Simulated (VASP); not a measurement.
Given:

```xyz
2
Lattice="0.0000 2.7960 2.7960 2.7960 0.0000 2.7960 2.7960 2.7960 0.0000" Properties=species:S:1:pos:R:3 pbc="T T T"
Zn     0.0000     2.7960     2.7960
Se     1.3980     1.3980     1.3980
```

Method: MS2 meta-GGA, VASP's PBE PAW potentials (set 64) (plane waves; VASP 6.6.1). Settings: 520 eV cut-off, 8×8×8 Γ-centred mesh, Gaussian smearing of 0.050 eV, potentials Zn Se.

Task: Predict the energy per atom (σ→0), pressure, band gap (on the k-mesh) with the smallest direct gap where there is one.

Result: 
```json
{
 "band gap (on the k-mesh)": "1.82 eV",
 "smallest direct gap (on the k-mesh)": "1.82 eV",
 "energy per atom (σ→0)": "-4.224 eV/atom",
 "pressure": "2.08 GPa"
}
```

The compound is ZnSe in the zinc blende structure. This cell is one point of a volume scan, at 0.97 of the reference volume.
